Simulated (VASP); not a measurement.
Data:

```xyz
8
Lattice="4.5539 0.0000 0.0000 -2.2769 3.9438 0.0000 0.0000 0.0000 4.2313" Properties=species:S:1:pos:R:3 pbc="T T T"
Ni     3.0254     2.6474     2.1156
Ni     1.4969     0.0000     0.0000
Ni     0.7485     1.2964     2.1156
Ni    -0.7485     1.2964     0.0000
Ni     3.0569     0.0000     2.1156
Ni     1.5285     2.6474     0.0000
N      2.2769     1.3146     3.1734
N      0.0000     2.6292     1.0578
```

These are PBEsol GGA, VASP's PBE PAW potentials (set 64) (plane waves; VASP) values and carry that method's errors. Run with 520 eV cut-off, 9×9×8 Γ-centred mesh, tetrahedra with Blöchl corrections, potentials Ni N.

Q: The job: Ni$_{3}$N (space group P6_322), 8 atoms, PBEsol, static run, 520 eV, 9×9×8 Γ-centred mesh. Roughly how much core time does it take on a busy server core?

A: About 3 core-minutes (one run on a shared machine, a rough figure). It had 60 irreducible k-points, 42 bands, up to 2085 plane waves and 19 electronic steps.

The structure comes from a computed database's Ni3N entry (P6_322); how it stands against other phases isn't given here. It was relaxed first.
